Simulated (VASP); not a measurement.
Crystal: TiB2.

```xyz
3
Lattice="3.0292 0.0000 0.0000 -1.5146 2.6234 0.0000 0.0000 0.0000 3.2284" Properties=species:S:1:pos:R:3 pbc="T T T"
Ti    0.0000    0.0000    0.0000
B     0.0000    1.7489    1.6142
B     1.5146    0.8745    1.6142
```

Base run:

| Item | Value |
| --- | --- |
| Program | VASP 6.6.1 |
| Functional | PBEsol |
| Potentials or basis | VASP PAW PBE potentials, release 64 (Ti_sv, B) |
| Cutoff | 520 eV |
| k mesh | 12 × 12 × 10 |
| Occupations | fermi-dirac, width 0.05 eV |
| Spin | no spin polarisation |

Its results: band gap on the k mesh none (metal or under the smearing width); pressure -4.8 GPa.

**Question.** The run is repeated on the same cell with these changes: functional from PBEsol to LDA; potentials or basis from VASP PAW PBE potentials, release 64 (Ti_sv, B) to VASP PAW LDA potentials, release 64 (Ti_sv, B). What comes out?

**Answer.** Band gap on the k mesh none (metal or under the smearing width); pressure -10.7 GPa.

Caveats: the PAW data sets were made with another functional, which shifts forces and pressure a little (some runs).
